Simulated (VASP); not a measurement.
The system is TiO2.

```
CELL_PARAMETERS angstrom
-1.89225 1.89225 4.75715
1.89225 -1.89225 4.75715
1.89225 1.89225 -4.75715
ATOMIC_POSITIONS crystal
Ti 0.00000 0.00000 0.00000
Ti 0.75000 0.25000 0.50000
O 0.20806 0.20806 0.00000
O 0.95806 0.45806 0.50000
O 0.54194 0.04194 0.50000
O 0.79194 0.79194 0.00000
```

Base run:

```yaml
Program: VASP 6.6.1
Functional: TB-mBJ
Potentials_or_basis: VASP PAW PBE potentials, release 64 (Ti_sv, O)
Cutoff: 520 eV
k_mesh: 6 × 6 × 6
Occupations: fermi-dirac, width 0.05 eV
Spin: no spin polarisation
```

Its results: band gap on the k mesh 3.17 eV, indirect (least direct gap 3.49 eV).

Q: The run is repeated on the same cell with these changes: functional from TB-mBJ to r2SCAN. What comes out?

A: Band gap on the k mesh 2.57 eV, indirect (least direct gap 2.90 eV).

A k mesh can miss the band edges.

Not every run made on this cell is shown here.
